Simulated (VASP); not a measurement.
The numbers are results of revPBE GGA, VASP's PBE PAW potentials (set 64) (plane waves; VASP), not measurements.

VASP ran on this input.

POSCAR:
```
VBiO4
6.6903850
 -0.3747165522   0.3747165522   0.8480419288
  0.3747165522  -0.3747165522   0.8480419288
  0.3747165522   0.3747165522  -0.8480419288
V Bi O
2 2 8
Direct
  0.5000000000   0.5000000000   0.0000000000
  0.2500000000   0.7500000000   0.5000000000
  0.0000000000   0.0000000000   0.0000000000
  0.7500000000   0.2500000000   0.5000000000
  0.1708500000   0.5619000000   0.8910100000
  0.3119000000   0.9208900000   0.8910500000
  0.6708900000   0.2798400000   0.1089900000
  0.0298400000   0.4208500000   0.1089500000
  0.5791500000   0.6881000000   0.6089900000
  0.4381000000   0.3291100000   0.6089500000
  0.0791100000   0.9701600000   0.3910100000
  0.7201600000   0.8291500000   0.3910500000
```

**KPOINTS**
```
kpoints
0
Gamma
  5 5 5
0 0 0
```

INCAR:
```
! general
SYSTEM =VBiO4
PREC   =Accurate
ENCUT  =400   ! plane-wave cut-off (eV)
LREAL  =.FALSE.
LASPH  =.TRUE.   ! aspherical one-centre terms

! electronic loop
EDIFF  =1E-6   ! SCF stop (eV)
NELM   =100   ! most electronic steps
ALGO   =Normal
LMAXMIX=4   ! l cut-off of mixed one-centre charges

! smearing
ISMEAR =-1   ! Fermi-Dirac
SIGMA  =0.02

! functional
GGA    =RE   ! revPBE

! ions
ISIF   =2   ! forces and stress, cell fixed

! output
LWAVE  =.FALSE.
LCHARG =.FALSE.
```

POTCAR, in this order: V_sv Bi_d O (PBE.64 set). Program: vasp_std.

At this cut-off the stress carries a Pulay error, which pulls relaxed volumes low.

Task: What does the run give for the energy per atom (σ→0), pressure, largest force?

Result: 
```yaml
energy per atom (σ→0): -7.007 eV/atom
pressure: 16.18 GPa
largest_force: 1.032 eV/Å
```

OSZICAR:
```
...
DAV:  11    -0.841361019514E+02   -0.43748E-01   -0.23517E-01  3224   0.408E+00    0.320E+00
DAV:  12    -0.840909161236E+02    0.45186E-01   -0.16965E-01  3088   0.373E+00    0.724E-01
DAV:  13    -0.840892718143E+02    0.16443E-02   -0.96204E-03  3082   0.727E-01    0.189E-01
DAV:  14    -0.840894640337E+02   -0.19222E-03   -0.13757E-03  3546   0.194E-01    0.805E-02
DAV:  15    -0.840894585566E+02    0.54771E-05   -0.22721E-04  3554   0.132E-01    0.264E-02
DAV:  16    -0.840894533193E+02    0.52373E-05   -0.10270E-04  3168   0.609E-02    0.284E-02
DAV:  17    -0.840894529897E+02    0.32961E-06   -0.82791E-06  3106   0.187E-02
   1 F= -.84089453E+02 E0= -.84089453E+02  d E =-.887780E-12
```

The structure comes from a computed database's VBiO4 entry; how it stands against other phases isn't given here. The cell was not relaxed at this level, and its volume differs by -4.4 % from the start's. The run is not spin-polarised, so no magnetic state was tried.
